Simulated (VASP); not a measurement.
Computed with PBE GGA + U (Dudarev), VASP's PBE PAW potentials (set 64) (plane waves; VASP 6.6.1).

VASP ran on this input.

INCAR:
```
SYSTEM = MoSe
PREC = Accurate
ENCUT = 300
EDIFF = 1E-6
NELM = 100
ALGO = Normal
LREAL = .FALSE.
LASPH = .TRUE.
ISMEAR = -1
SIGMA = 0.1
GGA = PE
LMAXMIX = 4
LWAVE = .FALSE.
LCHARG = .FALSE.
ISIF = 2
LDAU = .TRUE.
LDAUTYPE = 2
LDAUL = 2 -1
LDAUU = 7.0 0
LDAUJ = 0 0
```

KPOINTS:
```
Automatic mesh
0
G
 5 5 5
```

**POSCAR**
```
MoSe
1.0
 -1.6751160000   1.6751160000   5.6711170000
  1.6751160000  -1.6751160000   5.6711170000
  1.6751160000   1.6751160000  -5.6711170000
Mo Se
2 2
Cartesian
  0.0000000000   0.0000000000   8.5066755000
  0.0000000000   1.6751160000   0.0000000000
 -0.0000000000   0.0000000000   1.8828108440
  0.0000000000   1.6751160000   4.7183693440
```

POTCAR, in this order: Mo_sv Se (PBE.64 set). Program: vasp_std.

The run wrote:

File OUTCAR:
```
 ion  position               nearest neighbor table
   1  0.750  0.750  0.000-   4 2.52   4 2.52   3 2.55   3 2.55   3 2.55   3 2.55   2 3.29   2 3.29
                             2 3.29   2 3.29
   2  0.500  0.000  0.500-   3 2.52   3 2.52   4 2.55   4 2.55   4 2.55   4 2.55   1 3.29   1 3.29
                             1 3.29   1 3.29
   3  0.166  0.166  0.000-   2 2.52   2 2.52   1 2.55   1 2.55   1 2.55   1 2.55
   4  0.916  0.416  0.500-   1 2.52   1 2.52   2 2.55   2 2.55   2 2.55   2 2.55
  LATTYP: Found a body centered tetragonal cell.
 ALAT       =     3.3502320000
 C/A-ratio  =     3.3855070335
 Subroutine PRICEL returns:
 Original cell was already a primitive cell.
 Subroutine GETGRP returns: Found  8 space group operations
The static configuration has the point symmetry C_2v.
 The point group associated with its full space group is C_4v.
The dynamic configuration has the point symmetry C_2v.
 Subroutine INISYM returns: Found  8 space group operations
 Subroutine IBZKPT returns following result:
 Found     18 irreducible k-points:

 Following reciprocal coordinates:
            Coordinates               Weight
  0.000000  0.000000  0.000000      1.000000
  0.200000 -0.000000  0.000000      8.000000
  0.400000 -0.000000  0.000000      8.000000
  0.200000  0.200000  0.000000      8.000000
  0.400000  0.200000  0.000000     16.000000
 -0.400000  0.200000  0.000000     16.000000
 -0.200000  0.200000  0.000000      4.000000
  0.400000  0.400000  0.000000      8.000000
 -0.400000  0.400000  0.000000      4.000000
  0.200000  0.200000  0.200000      8.000000
 -0.200000  0.200000  0.200000      4.000000
 -0.400000  0.400000  0.200000      8.000000
 -0.200000  0.400000  0.200000      8.000000
 -0.400000 -0.400000  0.200000      8.000000
 -0.200000 -0.400000  0.200000      8.000000
 -0.200000 -0.200000  0.200000      2.000000
 -0.400000  0.400000  0.400000      4.000000
 -0.400000 -0.400000  0.400000      2.000000
...
```

**OSZICAR**
```
...
DAV:  12    -0.119521126696E+02   -0.23109E-01   -0.13777E-02  1176   0.371E-01    0.997E-01
DAV:  13    -0.118973701105E+02    0.54743E-01   -0.15577E-01  1104   0.128E+00    0.917E-01
DAV:  14    -0.117591652526E+02    0.13820E+00   -0.21314E+00  1112   0.467E+00    0.110E+00
DAV:  15    -0.116415384845E+02    0.11763E+00   -0.13560E+00  1120   0.334E+00    0.978E-01
DAV:  16    -0.116811659780E+02   -0.39627E-01   -0.14820E-01  1128   0.135E+00    0.825E-01
DAV:  17    -0.119156383005E+02   -0.23447E+00   -0.34491E+00  1088   0.487E+00    0.101E+00
DAV:  18    -0.119765084591E+02   -0.60870E-01   -0.44167E-01  1192   0.202E+00    0.176E+00
DAV:  19    -0.117508435047E+02    0.22566E+00   -0.24647E+00  1080   0.461E+00    0.118E+00
DAV:  20    -0.117405148623E+02    0.10329E-01   -0.98522E-01  1136   0.358E+00    0.114E+00
DAV:  21    -0.116377954899E+02    0.10272E+00   -0.67003E-01  1160   0.265E+00    0.126E+00
DAV:  22    -0.115725907937E+02    0.65205E-01   -0.15830E-01  1160   0.122E+00    0.148E+00
DAV:  23    -0.117337297484E+02   -0.16114E+00   -0.88012E-01  1088   0.295E+00    0.918E-01
DAV:  24    -0.117262949907E+02    0.74348E-02   -0.58809E-02  1080   0.876E-01    0.830E-01
DAV:  25    -0.117537104579E+02   -0.27415E-01   -0.57431E-02  1104   0.691E-01    0.742E-01
DAV:  26    -0.118594009725E+02   -0.10569E+00   -0.90089E-01  1104   0.250E+00    0.849E-01
DAV:  27    -0.118534637923E+02    0.59372E-02   -0.76130E-03   936   0.424E-01    0.799E-01
DAV:  28    -0.118509720289E+02    0.24918E-02   -0.11552E-03  1136   0.119E-01    0.808E-01
DAV:  29    -0.118979068177E+02   -0.46935E-01   -0.13855E-01  1104   0.972E-01    0.939E-01
DAV:  30    -0.119743734948E+02   -0.76467E-01   -0.29612E-01  1136   0.154E+00    0.108E+00
DAV:  31    -0.119549108299E+02    0.19463E-01   -0.16474E-02   992   0.471E-01    0.103E+00
DAV:  32    -0.119357142848E+02    0.19197E-01   -0.17585E-02  1152   0.394E-01    0.100E+00
DAV:  33    -0.118524595556E+02    0.83255E-01   -0.35238E-01  1112   0.170E+00    0.928E-01
DAV:  34    -0.117673679524E+02    0.85092E-01   -0.52086E-01  1144   0.196E+00    0.909E-01
DAV:  35    -0.117341907415E+02    0.33177E-01   -0.10586E-01  1144   0.894E-01    0.881E-01
DAV:  36    -0.117277588407E+02    0.64319E-02   -0.54583E-03  1192   0.218E-01    0.872E-01
DAV:  37    -0.117243741949E+02    0.33846E-02   -0.10329E-03  1160   0.888E-02    0.875E-01
DAV:  38    -0.117847958276E+02   -0.60422E-01   -0.28694E-01  1120   0.148E+00    0.851E-01
DAV:  39    -0.117913737084E+02   -0.65779E-02   -0.52732E-03  1032   0.275E-01    0.825E-01
DAV:  40    -0.118289399819E+02   -0.37566E-01   -0.11332E-01  1120   0.876E-01    0.876E-01
DAV:  41    -0.118115895465E+02    0.17350E-01   -0.19002E-02  1072   0.411E-01    0.871E-01
DAV:  42    -0.118064548068E+02    0.51347E-02   -0.25447E-03  1112   0.141E-01    0.861E-01
DAV:  43    -0.118046408859E+02    0.18139E-02   -0.12663E-03  1136   0.103E-01    0.837E-01
DAV:  44    -0.116839242280E+02    0.12072E+00   -0.11853E+00  1120   0.291E+00    0.818E-01
DAV:  45    -0.115073874708E+02    0.17654E+00   -0.87705E-01  1216   0.280E+00    0.140E+00
DAV:  46    -0.115239042449E+02   -0.16517E-01   -0.75435E-03   880   0.428E-01    0.136E+00
DAV:  47    -0.115377577208E+02   -0.13853E-01   -0.35018E-03  1136   0.180E-01    0.132E+00
DAV:  48    -0.115916366858E+02   -0.53879E-01   -0.48427E-02  1152   0.695E-01    0.112E+00
DAV:  49    -0.115600400349E+02    0.31597E-01   -0.20053E-02  1160   0.442E-01    0.122E+00
DAV:  50    -0.116498140163E+02   -0.89774E-01   -0.19610E-01  1152   0.135E+00    0.916E-01
DAV:  51    -0.117145528251E+02   -0.64739E-01   -0.26069E-01  1200   0.149E+00    0.768E-01
DAV:  52    -0.117320445208E+02   -0.17492E-01   -0.26945E-02  1168   0.479E-01    0.745E-01
DAV:  53    -0.117858029230E+02   -0.53758E-01   -0.24200E-01  1136   0.133E+00    0.761E-01
DAV:  54    -0.117920370357E+02   -0.62341E-02   -0.66689E-03  1128   0.273E-01    0.785E-01
DAV:  55    -0.117652665871E+02    0.26770E-01   -0.56637E-02  1088   0.642E-01    0.754E-01
DAV:  56    -0.117356157267E+02    0.29651E-01   -0.76835E-02  1152   0.759E-01    0.756E-01
DAV:  57    -0.117597032545E+02   -0.24088E-01   -0.45872E-02  1120   0.612E-01    0.752E-01
DAV:  58    -0.117543990607E+02    0.53042E-02   -0.24070E-03  1072   0.146E-01    0.745E-01
DAV:  59    -0.117381192655E+02    0.16280E-01   -0.23580E-02  1112   0.419E-01    0.742E-01
DAV:  60    -0.117453666746E+02   -0.72474E-02   -0.55098E-03  1112   0.210E-01    0.757E-01
DAV:  61    -0.117582252463E+02   -0.12859E-01   -0.17578E-02  1128   0.370E-01    0.746E-01
DAV:  62    -0.117542085087E+02    0.40167E-02   -0.22902E-03  1128   0.140E-01    0.732E-01
DAV:  63    -0.117289498249E+02    0.25259E-01   -0.57095E-02  1120   0.650E-01    0.738E-01
DAV:  64    -0.117339093112E+02   -0.49595E-02   -0.20088E-03  1016   0.155E-01    0.735E-01
DAV:  65    -0.117190864977E+02    0.14823E-01   -0.17921E-02  1120   0.371E-01    0.750E-01
DAV:  66    -0.115161287985E+02    0.20296E+00   -0.12106E+00  1120   0.329E+00    0.150E+00
DAV:  67    -0.114896866521E+02    0.26442E-01   -0.20465E-02  1096   0.572E-01    0.160E+00
DAV:  68    -0.115032954619E+02   -0.13609E-01   -0.23771E-03  1088   0.174E-01    0.156E+00
DAV:  69    -0.115211750179E+02   -0.17880E-01   -0.51802E-03  1144   0.223E-01    0.152E+00
DAV:  70    -0.115320045606E+02   -0.10830E-01   -0.27991E-03  1208   0.161E-01    0.148E+00
DAV:  71    -0.117794918153E+02   -0.24749E+00   -0.30689E+00  1136   0.505E+00    0.121E+00
DAV:  72    -0.116264622955E+02    0.15303E+00   -0.19844E+00  1120   0.388E+00    0.117E+00
DAV:  73    -0.116604326030E+02   -0.33970E-01   -0.38219E-02  1080   0.713E-01    0.107E+00
DAV:  74    -0.117289901006E+02   -0.68557E-01   -0.28151E-01  1128   0.153E+00    0.933E-01
DAV:  75    -0.117855600990E+02   -0.56570E-01   -0.22292E-01  1168   0.131E+00    0.862E-01
DAV:  76    -0.121250929139E+02   -0.33953E+00   -0.65735E+00  1072   0.666E+00    0.165E+00
DAV:  77    -0.121712880101E+02   -0.46195E-01   -0.62231E-02  1000   0.121E+00    0.164E+00
DAV:  78    -0.121704251389E+02    0.86287E-03   -0.10530E-03  1088   0.174E-01    0.163E+00
DAV:  79    -0.121377331864E+02    0.32692E-01   -0.19174E-02  1104   0.516E-01    0.151E+00
DAV:  80    -0.123372273360E+02   -0.19949E+00   -0.44901E-01  1096   0.261E+00    0.189E+00
DAV:  81    -0.121810404145E+02    0.15619E+00   -0.28297E-01  1080   0.217E+00    0.156E+00
DAV:  82    -0.122298541273E+02   -0.48814E-01   -0.22036E-02  1064   0.623E-01    0.166E+00
DAV:  83    -0.121962885276E+02    0.33566E-01   -0.15441E-02  1128   0.465E-01    0.156E+00
DAV:  84    -0.123002563143E+02   -0.10397E+00   -0.94090E-02  1056   0.123E+00    0.172E+00
DAV:  85    -0.123171591255E+02   -0.16903E-01   -0.42053E-03  1144   0.286E-01    0.172E+00
DAV:  86    -0.122011499492E+02    0.11601E+00   -0.11896E-01  1072   0.142E+00    0.155E+00
DAV:  87    -0.123627789303E+02   -0.16163E+00   -0.28201E-01  1104   0.209E+00    0.179E+00
DAV:  88    -0.122906241632E+02    0.72155E-01   -0.58664E-02  1088   0.101E+00    0.173E+00
DAV:  89    -0.122388681111E+02    0.51756E-01   -0.29683E-02  1136   0.698E-01    0.164E+00
DAV:  90    -0.122707194187E+02   -0.31851E-01   -0.11302E-02  1112   0.425E-01    0.171E+00
DAV:  91    -0.120035196039E+02    0.26720E+00   -0.13720E+00  1112   0.399E+00    0.960E-01
DAV:  92    -0.122442256182E+02   -0.24071E+00   -0.11103E+00  1096   0.362E+00    0.166E+00
DAV:  93    -0.122359527321E+02    0.82729E-02   -0.88362E-03   952   0.522E-01    0.161E+00
DAV:  94    -0.122499544755E+02   -0.14002E-01   -0.26349E-03  1192   0.199E-01    0.165E+00
DAV:  95    -0.122593391284E+02   -0.93847E-02   -0.84451E-04  1048   0.126E-01    0.166E+00
DAV:  96    -0.123842351052E+02   -0.12490E+00   -0.17259E-01  1112   0.166E+00    0.176E+00
DAV:  97    -0.123498681735E+02    0.34367E-01   -0.16541E-02  1056   0.562E-01    0.174E+00
DAV:  98    -0.123554068337E+02   -0.55387E-02   -0.73827E-04  1080   0.109E-01    0.175E+00
DAV:  99    -0.123550663106E+02    0.34052E-03   -0.49634E-05   968   0.281E-02    0.175E+00
DAV: 100    -0.123714888303E+02   -0.16423E-01   -0.34797E-03  1104   0.242E-01
   1 F= -.12371489E+02 E0= -.12347630E+02  d E =-.477186E-01
```

OUTCAR:
```
------------------------ aborting loop EDIFF was not reached (unconverged)  ----------------------------
  FORCE on cell =-STRESS in cart. coord.  units (eV):
  Direction    XX          YY          ZZ          XY          YZ          ZX
  --------------------------------------------------------------------------------------
  Total       15.0954133     15.0954133     10.7619219      0.0000000      0.0000000      0.0000000
  in kB      379.9594227    379.9594227    270.8831840      0.0000000      0.0000000      0.0000000
  external PRESSURE =     343.6006765 kB  Pullay stress =       0.0000000 kB
  volume of cell :       63.65
      direct lattice vectors                 reciprocal lattice vectors
    -1.675116000  1.675116000  5.671117000     0.000000000  0.298486791  0.088166053
     1.675116000 -1.675116000  5.671117000     0.298486791  0.000000000  0.088166053
     1.675116000  1.675116000 -5.671117000     0.298486791  0.298486791  0.000000000
 POSITION                                       TOTAL-FORCE (eV/Angst)
 -----------------------------------------------------------------------------------
      0.00000      0.00000      8.50668         0.000000     -0.000000     -0.907497
      0.00000      1.67512      0.00000        -0.000000      0.000000     -0.907497
      0.00000      0.00000      1.88281         0.000000      0.000000      0.907497
      0.00000      1.67512      4.71837         0.000000      0.000000      0.907497
 -----------------------------------------------------------------------------------
    total drift:                               -0.000022     -0.000022     -0.004963
  FREE ENERGIE OF THE ION-ELECTRON SYSTEM (eV)
  ---------------------------------------------------
  free  energy   TOTEN  =       -12.3714888303 eV

  energy  without entropy=      -12.3237702775  energy(sigma->0) =      -12.34762955
```
(Selected blocks of OUTCAR.)

### stdout
```
...
DAV:  81    -0.121810404145E+02    0.15619E+00   -0.28297E-01  1080   0.217E+00    0.156E+00
DAV:  82    -0.122298541273E+02   -0.48814E-01   -0.22036E-02  1064   0.623E-01    0.166E+00
DAV:  83    -0.121962885276E+02    0.33566E-01   -0.15441E-02  1128   0.465E-01    0.156E+00
DAV:  84    -0.123002563143E+02   -0.10397E+00   -0.94090E-02  1056   0.123E+00    0.172E+00
DAV:  85    -0.123171591255E+02   -0.16903E-01   -0.42053E-03  1144   0.286E-01    0.172E+00
DAV:  86    -0.122011499492E+02    0.11601E+00   -0.11896E-01  1072   0.142E+00    0.155E+00
DAV:  87    -0.123627789303E+02   -0.16163E+00   -0.28201E-01  1104   0.209E+00    0.179E+00
DAV:  88    -0.122906241632E+02    0.72155E-01   -0.58664E-02  1088   0.101E+00    0.173E+00
DAV:  89    -0.122388681111E+02    0.51756E-01   -0.29683E-02  1136   0.698E-01    0.164E+00
DAV:  90    -0.122707194187E+02   -0.31851E-01   -0.11302E-02  1112   0.425E-01    0.171E+00
DAV:  91    -0.120035196039E+02    0.26720E+00   -0.13720E+00  1112   0.399E+00    0.960E-01
DAV:  92    -0.122442256182E+02   -0.24071E+00   -0.11103E+00  1096   0.362E+00    0.166E+00
DAV:  93    -0.122359527321E+02    0.82729E-02   -0.88362E-03   952   0.522E-01    0.161E+00
DAV:  94    -0.122499544755E+02   -0.14002E-01   -0.26349E-03  1192   0.199E-01    0.165E+00
DAV:  95    -0.122593391284E+02   -0.93847E-02   -0.84451E-04  1048   0.126E-01    0.166E+00
DAV:  96    -0.123842351052E+02   -0.12490E+00   -0.17259E-01  1112   0.166E+00    0.176E+00
DAV:  97    -0.123498681735E+02    0.34367E-01   -0.16541E-02  1056   0.562E-01    0.174E+00
DAV:  98    -0.123554068337E+02   -0.55387E-02   -0.73827E-04  1080   0.109E-01    0.175E+00
DAV:  99    -0.123550663106E+02    0.34052E-03   -0.49634E-05   968   0.281E-02    0.175E+00
DAV: 100    -0.123714888303E+02   -0.16423E-01   -0.34797E-03  1104   0.242E-01

 -----------------------------------------------------------------------------
|                                                                             |
|           W    W    AA    RRRRR   N    N  II  N    N   GGGG   !!!           |
|           W    W   A  A   R    R  NN   N  II  NN   N  G    G  !!!           |
|           W    W  A    A  R    R  N N  N  II  N N  N  G       !!!           |
|           W WW W  AAAAAA  RRRRR   N  N N  II  N  N N  G  GGG   !            |
|           WW  WW  A    A  R   R   N   NN  II  N   NN  G    G                |
|           W    W  A    A  R    R  N    N  II  N    N   GGGG   !!!           |
|                                                                             |
|     The electronic self-consistency was not achieved in the given           |
|     number of steps (NELM). The forces and other quantities evaluated       |
|     might not be reliable so examine the results carefully. If you find     |
|     spurious results, we suggest increasing NELM, if you were close to      |
|     convergence or switching to a different ALGO or adjusting the           |
|     density mixing parameters otherwise.                                    |
|                                                                             |
 -----------------------------------------------------------------------------

   1 F= -.12371489E+02 E0= -.12347630E+02  d E =-.477186E-01
```

The run did not converge; its last values are not results.

At this cut-off the stress carries a Pulay error, which pulls relaxed volumes low.

The structure was generated: MoSe was put into an ordered model structure, which need not be its known phase. The cell was not relaxed at this level. The k-mesh is coarse (spacing up to 0.53 per Å, 2π included), so the numbers may not be converged in it. The run is one of a series of settings (LDAU = .TRUE., LDAUJ = 0 0, LDAUL = 2 -1, LDAUTYPE = 2, LDAUU = 7.0 0 against the base run), some of them coarse on purpose.
